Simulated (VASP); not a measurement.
MoS2:

```
CELL_PARAMETERS angstrom
3.16100 0.00000 0.00000
-1.58050 2.73751 0.00000
0.00000 0.00000 12.90975
ATOMIC_POSITIONS crystal
Mo 0.33333 0.66667 0.25000
Mo 0.66667 0.33333 0.75000
S 0.66667 0.33333 0.37123
S 0.66667 0.33333 0.12877
S 0.33333 0.66667 0.87123
S 0.33333 0.66667 0.62877
```

The cell was built by a generator and needn't be a form met in nature.

Program: VASP 6.6.1. Alike in all runs: task single point; no spin polarisation; cell as given; k mesh 8 × 8 × 2; cutoff (eV) 520; smearing fermi-dirac 0.05 eV. Hardware: 1 thread of Intel(R) Xeon(R) Platinum 8375C CPU @ 2.90GHz (Ice Lake), with other jobs on the host.

Problem. Order these runs on this cell by their wall time, lowest first.
A. level LDA; potentials or basis VASP PAW LDA potentials, release 64 (Mo_sv, S)
B. level SCAN; potentials or basis VASP PAW PBE potentials, release 64 (Mo_sv, S)
C. level vdW-DF2; potentials or basis VASP PAW PBE potentials, release 64 (Mo_sv, S)

Solution. A (98 s), C (280 s), B (840 s).
